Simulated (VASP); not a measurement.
Input for VASP

KPOINTS:
```
Automatic mesh
0
Gamma
7 7 7
0 0 0
```

**POSCAR**
```
NiSi2
1
    0.0000000000     2.7050000000     2.7050000000
    2.7050000000     0.0000000000     2.7050000000
    2.7050000000     2.7050000000     0.0000000000
Si Ni
2 1
Direct
  0.2500000000   0.2500000000   0.2500000000
  0.7500000000   0.7500000000   0.7500000000
  0.0000000000   0.0000000000   0.0000000000
```

**INCAR**
```
SYSTEM = NiSi2
PREC = Accurate
ENCUT = 400
EDIFF = 1E-6
NELM = 100
ALGO = Normal
LREAL = .FALSE.
LASPH = .TRUE.
ISMEAR = 1
SIGMA = 0.1
GGA = PE
LMAXMIX = 4
LWAVE = .FALSE.
LCHARG = .FALSE.
ISIF = 2
ICHARG = 11
```

POTCAR, in this order: Si Ni (PBE.64 set). Program: vasp_std.

Output

**standard output**
```
 POSCAR found type information on POSCAR SiNi
 POSCAR found :  2 types and       3 ions
 Reading from existing POTCAR
 Reading from existing POTCAR
 LDA part: xc-table for (Slater+PW92), standard interpolation
 WARNING: stress and forces are not correct
 POSCAR, INCAR and KPOINTS ok, starting setup
 WAVECAR not read
 WARNING: CHGCAR is incomplete

 -----------------------------------------------------------------------------
|                                                                             |
|     EEEEEEE  RRRRRR   RRRRRR   OOOOOOO  RRRRRR      ###     ###     ###     |
|     E        R     R  R     R  O     O  R     R     ###     ###     ###     |
|     E        R     R  R     R  O     O  R     R     ###     ###     ###     |
|     EEEEE    RRRRRR   RRRRRR   O     O  RRRRRR       #       #       #      |
|     E        R   R    R   R    O     O  R   R                               |
|     E        R    R   R    R   O     O  R    R      ###     ###     ###     |
|     EEEEEEE  R     R  R     R  OOOOOOO  R     R     ###     ###     ###     |
|                                                                             |
|     ICHARG>10                                                               |
|                                                                             |
|       ---->  I REFUSE TO CONTINUE WITH THIS SICK JOB ... BYE!!! <----       |
|                                                                             |
 -----------------------------------------------------------------------------
```

Problem. From input and log, find the fault in this run and mend it.

Solution. The cause: ICHARG = 11 asks for a fixed density, but there is no CHGCAR. VASP stops with an error: ERROR: charge density could not be read from file CHGCAR for ICHARG>10 ----> I REFUSE TO CONTINUE WITH THIS SICK JOB ... BYE!!! <---- To mend it, run self-consistently first and keep its CHGCAR, or remove ICHARG. The plain static run on this cell (PBE GGA, plane waves, VASP's PBE PAW potentials (set 64)) converges, and its OSZICAR ends with
```
   1 F= -.17377402E+02 E0= -.17376698E+02  d E =-.211056E-02
```

The compound is NiSi2 in the fluorite structure. The cell was not relaxed at this level. The run is not spin-polarised, so no magnetic state was tried.
